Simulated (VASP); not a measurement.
Given:

```xyz
4
Lattice="2.2014 -3.7931 0.0000 2.2014 3.7931 0.0000 0.0000 0.0000 4.5248" Properties=species:S:1:pos:R:3 pbc="T T T"
Ga     2.2014     2.6133     4.1521
Ga     2.2014     1.2048     1.8897
Ga     2.2014    -1.1798     2.6351
Ga     2.2014    -2.6133     0.3727
```

Method: PBEsol GGA, VASP's PBE PAW potentials (set 64) (plane waves; VASP 6.6.1). Numerical set-up: 480 eV cut-off, 8×8×6 Γ-centred mesh, first-order Methfessel-Paxton smearing of 0.10 eV, potentials Ga_d.

Task: Which forces act on the atoms, in eV/Å?

Result: 
```csv
atom,Fx,Fy,Fz
Ga1,0.000,0.038,-0.017
Ga2,0.000,-0.164,0.005
Ga3,0.000,0.137,-0.006
Ga4,0.000,-0.010,0.017
```

Task: Give the stress tensor in GPa (positive for a compressed cell).

Result: 
```
0.58  0.00  0.00
0.00  0.42  0.11
0.00  0.11  0.61
```
The pressure is its mean diagonal, 0.53 GPa.

The compound is Ga in the alpha structure. This cell was strained or had an atom moved on purpose.
